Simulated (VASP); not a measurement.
Level of theory: PBE GGA, VASP's PBE PAW potentials (set 64) (plane waves; VASP).

VASP input:

### INCAR
```
! general
SYSTEM   =  Sn2C6
PREC     =  Accurate
ENCUT    =  500   ! plane-wave cut-off (eV)
LREAL    =  .FALSE.
LASPH    =  .TRUE.

! electronic loop
EDIFF    =  1E-6
NELM     =  100   ! most electronic steps
ALGO     =  Normal   ! blocked Davidson
LMAXMIX  =  4

! smearing
ISMEAR   =  0   ! Gaussian
SIGMA    =  0.05

! functional
GGA      =  PE

! output
LWAVE    =  .TRUE.
LCHARG   =  .FALSE.
```

KPOINTS:
```
Automatic mesh
0
Gamma
4 4 4
0 0 0
```

**POSCAR**
```
Sn2C6
1
    5.1306220323     0.7983419212     0.7983419212
    0.7983419212     5.1306220323     0.7983419212
    0.7983419212     0.7983419212     5.1306220323
Sn C
2 6
Direct
  0.0019278350   0.0019278350   0.0019278350
  0.2480721650   0.2480721650   0.2480721650
  0.4919454608   0.4919454608   0.8916795674
  0.7580545392   0.7580545392   0.3583204326
  0.4919454608   0.8916795674   0.4919454608
  0.7580545392   0.3583204326   0.7580545392
  0.8916795674   0.4919454608   0.4919454608
  0.3583204326   0.7580545392   0.7580545392
```

POTCAR, in this order: Sn_d C (PBE.64 set). Program: vasp_std.

What will the output report for the number of irreducible k-points (NKPTS), largest plane-wave count, number of space-group operations, FFT grid (NGX, NGY, NGZ)?

The number of irreducible k-points (NKPTS) is 13 and the largest plane-wave count is 3225. The number of space-group operations is 12 and the FFT grid (NGX, NGY, NGZ) is 40 × 40 × 40.

The structure was generated: Sn2C6 was put into an ordered model structure (R-3m), which need not be its known phase. It was relaxed first, which changed the volume by +59 %.
